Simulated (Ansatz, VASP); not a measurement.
# BAs in two plane-wave programs

One calculation is typed for both programs; each brings its own data sets. How far apart do they land? The cell is taken from a series of runs on this material, whose earlier steps may have relaxed, scaled, displaced or heated it; both programs get it as it stands.

Method: plane waves, with VASP 6.6.1 beside it; zone-centre phonons at LDA, in Ansatz 0.2.0.

## (1) The structure

It takes space group F-43m (No. 216, cubic). Conventional cell: a = 4.735 Å, b = 4.735 Å, c = 4.735 Å, α = 90.00°, β = 90.00°, γ = 90.00°. Nearest to B lie 4 As at 2.05 Å. Nearest to As lie 4 B at 2.05 Å. Farther neighbours are not listed.

Structure file:

```xyz
2
Lattice="0.0000 2.3673 2.3673 2.3673 0.0000 2.3673 2.3673 2.3673 0.0000" Properties=species:S:1:pos:R:3 pbc="T T T"
B     0.0000    0.0000    0.0000
As    1.1836    1.1836    1.1836
```

## (2) VASP: zone-centre phonons, LDA, pair 1

Second derivatives magnify differences that forces hide, and they need a tight electronic threshold.

Lines of VASP's logs that name or quote its potential files are left out, and so is its time.

The input, INCAR:

```
SYSTEM = BAs
PREC = Accurate
ENCUT = 500
EDIFF = 1E-08
NELM = 120
ISMEAR = 0
SIGMA = 0.01
LREAL = .FALSE.
ALGO = Normal
GGA = CA
NBANDS = 10
LORBIT = 11
LWAVE = .FALSE.
LCHARG = .FALSE.
ISIF = 2
IBRION = 8
LASPH = .TRUE.
GGA_COMPAT = .FALSE.
EFERMI = MIDGAP
KPAR = 2
```

The input, POSCAR:

```
BAs
1.0
    0.0000000000      2.3672892640      2.3672892640
    2.3672892640      0.0000000000      2.3672892640
    2.3672892640      2.3672892640      0.0000000000
B As
1 1
Direct
    0.0000000000      0.0000000000      0.0000000000
    0.2500000000      0.2500000000      0.2500000000
```

The input, KPOINTS:

```
Automatic mesh
0
Gamma
6 6 6
0 0 0
```

The projector-augmented-wave data sets are B and As (LDA family, release 64).

The run is started by

```
$ mpirun -np 2 vasp_std
```

Numbers of over 12 decimals in the logs are rounded to 6 here.

Log:

```text
[banner, memory and clock lines left out]
running    2 mpi-ranks, on    1 nodes
 distrk:  each k-point on    1 cores,    2 groups
 distr:  one band on    1 cores,    1 groups

 POSCAR found type information on POSCAR B As
 POSCAR found :  2 types and       2 ions
 LDA part: xc-table for (Slater(with rela. corr.)+CA(PZ))
 , standard interpolation
 POSCAR, INCAR and KPOINTS ok, starting setup
 FFT: planning ... GRIDC
 FFT: planning ... GRID_SOFT
 FFT: planning ... GRID
 WAVECAR not read
 entering main loop
       N       E                     dE             d eps       ncg     rms          rms(c)
DAV:   1     0.115853453143E+02    0.11585E+02   -0.36810E+03   320   0.679E+02
DAV:   2    -0.129112641458E+02   -0.24497E+02   -0.23396E+02   450   0.108E+02
DAV:   3    -0.136919692812E+02   -0.78071E+00   -0.77869E+00   374   0.184E+01
DAV:   4    -0.136940399115E+02   -0.20706E-02   -0.20706E-02   388   0.112E+00
DAV:   5    -0.136940426326E+02   -0.27211E-05   -0.27211E-05   368   0.408E-02    0.522E+00
DAV:   6    -0.130085795722E+02    0.68546E+00   -0.18549E+00   340   0.598E+00    0.246E+00
DAV:   7    -0.129206545470E+02    0.87925E-01   -0.21711E-01   376   0.249E+00    0.905E-01
DAV:   8    -0.129068519331E+02    0.13803E-01   -0.26015E-02   352   0.897E-01    0.104E-01
DAV:   9    -0.129068785596E+02   -0.26627E-04   -0.72215E-04   362   0.181E-01    0.595E-02
DAV:  10    -0.129068856360E+02   -0.70764E-05   -0.85739E-05   356   0.560E-02    0.140E-02
DAV:  11    -0.129068870566E+02   -0.14206E-05   -0.17278E-06   372   0.935E-03    0.129E-02
DAV:  12    -0.129068869040E+02    0.15266E-06   -0.75357E-07   358   0.393E-03    0.308E-03
DAV:  13    -0.129068869056E+02   -0.16138E-08   -0.30008E-08   368   0.123E-03
   1 F= -.12906887E+02 E0= -.12906887E+02  d E =0.000000E+00
 Linear response reoptimize wavefunctions to high precision
DAV:   1    -0.129068869049E+02    0.64568E-09   -0.52997E-09   360   0.339E-04
DAV:   2    -0.129068869050E+02   -0.37062E-10   -0.11234E-10   210   0.900E-05
 Linear response DOF=           2
 Linear response progress:
  Degree of freedom:   1/  2
       N       E                     dE             d eps       ncg     rms          rms(c)
RMM:   1    -0.446542449272E-01   -0.44654E-01   -0.51929E-03  2132   0.109E+00
RMM:   2    -0.411735560993E-01    0.34807E-02   -0.15241E-03  1458   0.211E-01    0.103E-01
RMM:   3    -0.411900822099E-01   -0.16526E-04   -0.40566E-04  1497   0.700E-02    0.539E-02
RMM:   4    -0.414712217273E-01   -0.28114E-03   -0.28900E-04  1478   0.649E-02    0.751E-03
RMM:   5    -0.414360835779E-01    0.35138E-04   -0.17284E-05  1577   0.702E-03    0.744E-04
RMM:   6    -0.414326880061E-01    0.33956E-05   -0.14740E-06  1562   0.591E-04    0.275E-04
RMM:   7    -0.414318453803E-01    0.84263E-06   -0.55270E-07  1606   0.280E-04    0.497E-05
RMM:   8    -0.414318734652E-01   -0.28085E-07   -0.29629E-08  1610   0.802E-05    0.142E-05
RMM:   9    -0.414318301746E-01    0.43291E-07    0.27932E-08  1681   0.624E-05    0.175E-06
RMM:  10    -0.414318365609E-01   -0.63864E-08   -0.20598E-08  1511   0.543E-05    0.785E-07
 first order change of Fermi-energy  -0.23924E+01
 force on displaced ion       1 direction 1 : -17.312   0.000   0.000
 Linear response progress:
  Degree of freedom:   2/  2
       N       E                     dE             d eps       ncg     rms          rms(c)
RMM:   1    -0.405933779807E-01   -0.40593E-01    0.24123E-02  2174   0.115E+00
RMM:   2    -0.375974424740E-01    0.29959E-02    0.90621E-04  1469   0.211E-01    0.978E-02
RMM:   3    -0.376263651481E-01   -0.28923E-04    0.37066E-04  1558   0.266E-02    0.572E-02
RMM:   4    -0.376710770274E-01   -0.44712E-04    0.25997E-04  1516   0.300E-02    0.318E-03
RMM:   5    -0.376913273497E-01   -0.20250E-04    0.21080E-05  1587   0.255E-03    0.840E-04
RMM:   6    -0.376899924378E-01    0.13349E-05    0.18807E-07  1590   0.484E-04    0.135E-04
RMM:   7    -0.376895105378E-01    0.48190E-06   -0.51049E-07  1642   0.125E-04    0.471E-05
RMM:   8    -0.376894273713E-01    0.83166E-07   -0.11566E-07  1602   0.768E-05    0.143E-05
RMM:   9    -0.376894468454E-01   -0.19474E-07    0.64017E-08  1674   0.673E-05    0.597E-07
RMM:  10    -0.376894579087E-01   -0.11063E-07    0.85750E-09  1336   0.634E-05    0.236E-07
RMM:  11    -0.376894524231E-01    0.54856E-08    0.86533E-08  1125   0.634E-05    0.628E-08
 first order change of Fermi-energy   0.23928E+01
 force on displaced ion       2 direction 1 : -17.321   0.000   0.000
 Linear response finished
```

Parts of OUTCAR (step 2):

```text
ion  position               nearest neighbor table
   1  0.000  0.000  0.000-   2 2.05   2 2.05   2 2.05   2 2.05
   2  0.250  0.250  0.250-   1 2.05   1 2.05   1 2.05   1 2.05

  LATTYP: Found a face centered cubic cell.
 ALAT       =     4.7345785280

 Subroutine GETGRP returns: Found 24 space group operations
 (whereof 24 operations were pure point group operations)

The static configuration has the point symmetry T_d .

 Found     16 irreducible k-points:

   k-points           NKPTS =     16   k-points in BZ     NKDIM =     16   number of bands    NBANDS=     10

   dimension x,y,z NGX =    24 NGY =   24 NGZ =   24
   dimension x,y,z NGXF=    48 NGYF=   48 NGZF=   48

   ENCUT  =  500.0 eV  36.75 Ry    6.06 a.u.   6.10  6.10  6.10*2*pi/ulx,y,z

   NELECT =       8.0000    total number of electrons

 k-points in reciprocal lattice and weights: Automatic mesh
   0.00000000  0.00000000  0.00000000       0.005
   0.16666667  0.00000000  0.00000000       0.037
   0.33333333  0.00000000  0.00000000       0.037
   0.50000000  0.00000000  0.00000000       0.019
   0.16666667  0.16666667  0.00000000       0.028
   0.33333333  0.16666667  0.00000000       0.111
   0.50000000  0.16666667  0.00000000       0.111
  -0.33333333  0.16666667  0.00000000       0.111
  -0.16666667  0.16666667  0.00000000       0.056
[...]
-0.33333333  0.33333333  0.16666667       0.111
  -0.33333333  0.50000000  0.16666667       0.056

 average (electrostatic) potential at core
       1 -31.5966       2 -51.7084

  Total        0.1279614      0.1279614      0.1279614      0.0000000     -0.0000000      0.0000000
  in kB        7.7269030      7.7269030      7.7269030      0.0000000     -0.0000000      0.0000000
  external PRESSURE =       7.7269030 kB  Pullay stress =       0.0000000 kB

  energy-cutoff  :      500.00
  volume of cell :       26.53
      direct lattice vectors                 reciprocal lattice vectors
     0.000000000  2.367289264  2.367289264    -0.211212042  0.211212042  0.211212042
     2.367289264  0.000000000  2.367289264     0.211212042 -0.211212042  0.211212042
     2.367289264  2.367289264  0.000000000     0.211212042  0.211212042 -0.211212042

 POSITION                                       TOTAL-FORCE (eV/Angst)
 -----------------------------------------------------------------------------------
      0.00000      0.00000      0.00000         0.000000      0.000000      0.000000
      1.18364      1.18364      1.18364        -0.000000     -0.000000     -0.000000
 -----------------------------------------------------------------------------------
    total drift:                                0.000000      0.000000      0.000000

 Eigenvectors and eigenvalues of the dynamical matrix
 ----------------------------------------------------

   1 f  =   21.162890 THz   132.970363 2PiTHz  705.918041 cm-1    87.522643 meV
             X         Y         Z           dx          dy          dz
      0.000000  0.000000  0.000000    -0.778733    0.517123    0.000000
      1.183645  1.183645  1.183645     0.295891   -0.196488    0.000000

   2 f  =   21.162890 THz   132.970363 2PiTHz  705.918041 cm-1    87.522643 meV
             X         Y         Z           dx          dy          dz
      0.000000  0.000000  0.000000     0.517123    0.778733    0.000000
      1.183645  1.183645  1.183645    -0.196488   -0.295891    0.000000

   3 f  =   21.162890 THz   132.970363 2PiTHz  705.918041 cm-1    87.522643 meV
             X         Y         Z           dx          dy          dz
      0.000000  0.000000  0.000000    -0.000000   -0.000000   -0.934795
      1.183645  1.183645  1.183645    -0.000000   -0.000000    0.355189

   4 f/i=    0.001857 THz     0.011670 2PiTHz    0.061954 cm-1     0.007681 meV
             X         Y         Z           dx          dy          dz
      0.000000  0.000000  0.000000    -0.352395    0.044458    0.000000
      1.183645  1.183645  1.183645    -0.927443    0.117005    0.000000

   5 f/i=    0.001857 THz     0.011670 2PiTHz    0.061954 cm-1     0.007681 meV
             X         Y         Z           dx          dy          dz
      0.000000  0.000000  0.000000    -0.043896   -0.347944   -0.056276
      1.183645  1.183645  1.183645    -0.115527   -0.915728   -0.148109

   6 f/i=    0.001857 THz     0.011670 2PiTHz    0.061954 cm-1     0.007681 meV
             X         Y         Z           dx          dy          dz
      0.000000  0.000000  0.000000    -0.007044   -0.055834    0.350702
      1.183645  1.183645  1.183645    -0.018538   -0.146945    0.922987

 ELASTIC MODULI CONTR FROM IONIC RELAXATION (kBar)
 Direction    XX          YY          ZZ          XY          YZ          ZX
 --------------------------------------------------------------------------------
 XX          -0.0000      0.0000      0.0000     -0.0000      0.0000     -0.0000
 YY           0.0000     -0.0000     -0.0000     -0.0000     -0.0000      0.0000
 ZZ           0.0000     -0.0000     -0.0000      0.0000     -0.0000     -0.0000
 XY          -0.0000     -0.0000      0.0000   -200.0100     -0.0000     -0.0000
 YZ           0.0000     -0.0000     -0.0000     -0.0000   -200.0100     -0.0000
 ZX          -0.0000      0.0000     -0.0000     -0.0000     -0.0000   -200.0100
 --------------------------------------------------------------------------------
```

## (3) Ansatz: zone-centre phonons, LDA, pair 1

Ansatz runs on its default PAW (the set named soft_2) files.

The same cell, functional (in two slightly different forms) and mesh now go to Ansatz.

The input, input.yaml:

```yaml
crystal:
  lattice:
    - [0.0, 2.367289264, 2.367289264]
    - [2.367289264, 0.0, 2.367289264]
    - [2.367289264, 2.367289264, 0.0]
  atoms:
    - { symbol: B, position: [0.0, 0.0, 0.0] }
    - { symbol: As, position: [0.25, 0.25, 0.25] }
kpoints:
  mp_grid: { grid: [6, 6, 6] }
hamiltonian:
  xc: lda
scf:
  occupations: { method: fixed }
output:
  eigenvalues: true
basis:
  ecutwfc: 260.0
phonons:
  method: dfpt
```

The run is started by

```
$ ansatz run input.yaml --threads 4 --pin off --max-ram 7168MiB --backend cpu --events-out ev --progress --plain --runs-dir out
```

Log:

```text
Warning: basis.ecutwfc = 260 eV is below the records' recommended 420 eV, and the density's cutoff is lower with it unless basis.ecutrho_ratio is high enough to keep the records' density cutoff: compare with a run at a higher cutoff
zone centre: on kpoints.mp_grid the ground state, and the responses unless they are solved on pairs of k-points, stand on 30 of the mesh's 216 k-points, reduced under 8 symmetry operations, with k and −k counted as one. Each operation leaves every solved displacement unchanged or reverses it
Engine: ansatz 0.2.0, aarch64-unknown-linux-gnu
Pseudopotentials: kind: paw
Pseudopotential: B, paw, valence charge 3, recommended cutoff 420 eV (normal), B.paw.azcp
Pseudopotential: As, paw, valence charge 15, recommended cutoff 420 eV (normal), As.paw.azcp
Functional definition: SPW92
  exchange = slater_x
  correlation = pw_c
Crystal: 2 atoms, lattice volume = 26.533 Å³
Basis set: ecut = 260 eV, 259 PW (Γ), exchange–correlation on 36×36×36 points (8 copies of the dense FFT grid, shifted against one another)
Bands: 13, of which v1, the nominal top of the filled ones, is band 9 counted from 1 (8 counted from 0)
Symmetry: 24 space group operations
k-points: 30 of 216 (irreducible under 8 space group operations, time reversal used)
Non-local potential: B, projectors of the file, l = 0: 2, l = 1: 2, l = 2: 1
Non-local potential: As, projectors of the file, l = 0: 2, l = 1: 2, l = 2: 3, l = 3: 1
PAW form: soft (Blöchl's): semilocal exchange-correlation on the pseudo side does not see the compensation charge
PAW frozen core: B, regenerated for the run's functional, and the local potential with it (the file was generated under x = pbe(κ = 0.804, μ = 0.219515), c = pbe(β = 0.066725))
PAW frozen core: As, regenerated for the run's functional, and the local potential with it (the file was generated under x = pbe(κ = 0.804, μ = 0.219515), c = pbe(β = 0.066725))
PAW one-centre angular grid: B, 110 points (default); XC on 64 Gauss nodes
PAW one-centre angular grid: As, 590 points (default); XC on 64 Gauss nodes
Initial density: superposition of atomic densities (neutral atoms: chi_scale 0, normalization atom), corrected by the library's trained network
Initial wavefunctions: pseudopotential atomic-orbital guess
Functional: x = slater, c = lda
SCF iter   1: F=—  HF=-4922.997310 eV  |F-HF|=—  |Δ(HF+E_count)|=         —  Δρ=8.27e-3  dr2=1.68e-2  ethr=1.77e-3  ⟨swp⟩=4.0  Hψ=1867  notcnv=0  defer=37
preconditioner: auto → none  [insulator: Δε(μ)=1.225 eV  Ē_g=12.616 eV  n_scr=8 (ndim 8)  ℏωp=20.4 eV  f_vac=0.000  ε∞_Penn≈3.6]
SCF iter   2: F=—  HF=-4922.949027 eV  |F-HF|=—  |Δ(HF+E_count)|=   4.83e-2  Δρ=3.37e-3  dr2=2.07e-3  ethr=9.33e-5  ⟨swp⟩=2.0  Hψ=968  notcnv=0  defer=52
SCF iter   3: F=—  HF=-4922.946465 eV  |F-HF|=—  |Δ(HF+E_count)|=   2.56e-3  Δρ=1.22e-3  dr2=1.84e-4  ethr=1.15e-5  ⟨swp⟩=2.0  Hψ=726  notcnv=0  defer=54
SCF iter   4: F=—  HF=-4922.946403 eV  |F-HF|=—  |Δ(HF+E_count)|=   6.18e-5  Δρ=1.45e-4  dr2=2.50e-6  ethr=1.02e-6  ⟨swp⟩=2.0  Hψ=653  notcnv=0
SCF iter   5: F=—  HF=-4922.946401 eV  |F-HF|=—  |Δ(HF+E_count)|=   1.87e-6  Δρ=1.10e-5  dr2=4.25e-8  ethr=1.39e-8  ⟨swp⟩=1.0  Hψ=394  notcnv=0
SCF iter   6: F=—  HF=-4922.946402 eV  |F-HF|=—  |Δ(HF+E_count)|=   7.87e-7  Δρ=3.90e-6  dr2=3.08e-9  ethr=2.36e-10  ⟨swp⟩=2.5  Hψ=593  notcnv=0
SCF iter   7: F=—  HF=-4922.946402 eV  |F-HF|=—  |Δ(HF+E_count)|=  7.52e-10  Δρ=1.12e-6  dr2=1.78e-10  ethr=1.71e-11  ⟨swp⟩=2.5  Hψ=611  notcnv=0
SCF iter   8: F=-4922.946402 eV  HF=-4922.946402 eV  |F-HF|=0.00e0  |Δ(HF+E_count)|=  5.46e-12  Δρ=9.86e-8  dr2=1.22e-12  ethr=1.00e-12  ⟨swp⟩=5.0  Hψ=1426  notcnv=0
SCF 1 converged in 8 iterations: F = -4922.946402 eV  dr2 = 1.22e-12
  greatest PAW one-centre occupation: 0.999 electrons in one spin orbital (limit 2), on the As atom at site 1 (counted from 0), in its partial waves of l = 2
DFPT response loops at Γ: preconditioner auto → none (the input reference at scf.mixing.eps_inf says where Resta's filter doesn't serve); β = 0.50; Broyden in place of MSR1
SCF converged after 8 iterations
Free energy (F): -4922.946402 eV
Harris-Foulkes:  -4922.946402 eV  (|F-HF|=0.00e0)
Internal energy: -4922.946402 eV  (E = F + TS)
E sigma→0 (E₀):  -4922.946402 eV
Fermi energy:    11.275609 eV
--- Per-component energies (eV) ---
  E_band       = -216.354035
  E_kinetic    = 154.021522
  E_local      = -1681.329796  (includes V_loc(G=0)·N_el)
  E_nonlocal   = -644.338512
  E_hartree    = 934.718868
  E_xc         = -111.582996
  E_vxc        = -118.558178  (∫ρ·V_xc dr)
  E_paw        = -1835.318507  (= ΣΔE_a)
  E_vpaw       = 204.413408  (= ΣTr[D̂ρ^β])
  E_aug_tail   = -0.000232  (compensation charges beyond the density's cutoff)
  E_ewald      = -1741.237813
  E_core_change = 2.121064  (= ΣΔE_core)
  E_smearing   = -0.000000  (= −TS)
  E_closure    = -0.000000  (closes the sum)
  Σ components = -4922.946402   (vs F -4922.946402, Δ=0.00e0)
--- Band table (eV; the first three rows and the last of 30) ---
  k-point 0: bands = [... 5 lower, -4.3813, 11.2756, 11.2756, 11.2756, 14.5518, 14.5518, 14.5518, 16.2082]
  k-point 1: bands = [... 5 lower, -3.9214, 8.2668, 10.5687, 10.5687, 14.6472, 15.4641, 15.4641, 18.0945]
  k-point 2: bands = [... 5 lower, -2.6251, 4.4177, 9.7113, 9.7113, 14.2651, 16.1425, 16.1425, 19.9621]
  k-point 29: bands = [... 5 lower, 0.0013, 3.0480, 5.9649, 6.1666, 15.0693, 15.2386, 20.1358, 20.2650]
--- Phonons (Γ-DFPT): 2 representative perturbations + reference, on 30 of 216 k-points (Σ response iterations 6) ---
  k mesh reduced under 8 symmetry operations, with k and −k counted as one. Each operation leaves every solved displacement unchanged or reverses it
  ASR residual: 4.773e-5 → 0.000e0 eV/Å²; symmetrization residual: 7.989e-7 eV/Å²
  ASR residual per site (eV/Å²): 1.22e-5 4.77e-5
  Γ frequencies (cm⁻¹): 0.00 0.00 0.00 714.05 714.05 714.05
  non-analytic LO–TO correction: not included (Born effective charges unavailable; polar crystals: no LO–TO splitting at Γ)
```

## (4) Comparison

Known differences besides the potentials themselves: the two LDA forms differ slightly; fixed occupations in Ansatz, narrow Gaussian smearing in VASP; the data sets hold 18 valence electrons in Ansatz (on its default PAW (the set named soft_2) files) and 8 in VASP; the cutoff is 260 eV in Ansatz and 500 eV in VASP; VASP's log shows a relativistic correction to its local exchange, Ansatz's none; Ansatz's log warns that its cutoff lies below the recommended one. Total energies have different zeros and are not compared.

Compared:

```
                  quantity  Ansatz   VASP  difference
optical mode 1 to 3 (cm⁻¹)   714.0  705.9     +1.15 %
```

Modes are paired by rising frequency, not by their patterns, so a pair may set unlike modes beside each other; they are those without the splitting of longitudinal modes.

(Continued in part 2 of 2.)

[Lines on the potential files, build, host, timing and source positions are cut from VASP's logs without a mark.]

[Logs are printed without paths, hosts, clocks, repeated set-up lines and the standing remarks that a program may print on its own settings, such as how far it seeks lower states.]

[Hosts, paths, dates, database ids (printed as entryN), source tags and the programs' standing remarks are cut or masked in the printed files.]
